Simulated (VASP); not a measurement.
Consider the following.

```
TaN
1.0
    2.94036     0.00000     0.00000
   -1.47018     2.54642     0.00000
    0.00000     0.00000     2.88914
Ta N
1 1
Direct
  0.00000   0.00000   0.00000
  0.66667   0.33333   0.50000
```

Computed with r2SCAN meta-GGA, VASP's PBE PAW potentials (set 64) (plane waves; VASP 6.6.1). Run with 520 eV cut-off, 16×16×14 Γ-centred mesh, tetrahedra with Blöchl corrections, potentials Ta_pv N.

Give the energies of bands 5 to 11 at the high-symmetry points, in eV from the Fermi level.

```json
[
 {"band": "5", "Γ": "-4.80", "M": "-8.59", "K": "-7.83", "A": "-9.70", "L": "-7.61", "H": "-8.45"},
 {"band": "6", "Γ": "-4.80", "M": "-5.44", "K": "-5.96", "A": "-3.94", "L": "-6.44", "H": "-6.83"},
 {"band": "7", "Γ": "-4.38", "M": "-3.59", "K": "-5.42", "A": "-3.94", "L": "-5.91", "H": "-4.16"},
 {"band": "8", "Γ": "-3.15", "M": "-3.39", "K": "0.04", "A": "-0.08", "L": "-0.53", "H": "-0.54"},
 {"band": "9", "Γ": "2.47", "M": "3.20", "K": "1.24", "A": "-0.08", "L": "4.45", "H": "4.71"},
 {"band": "10", "Γ": "3.73", "M": "4.14", "K": "1.61", "A": "2.36", "L": "5.46", "H": "5.09"},
 {"band": "11", "Γ": "3.73", "M": "5.43", "K": "2.70", "A": "3.62", "L": "6.07", "H": "6.94"}
]
```

It has no gap at this level: it comes out as a metal or semimetal.

The structure was generated: TaN was put into the WC type (P-6m2), which need not be its known phase. It was relaxed first, which changed the volume by +10 %.
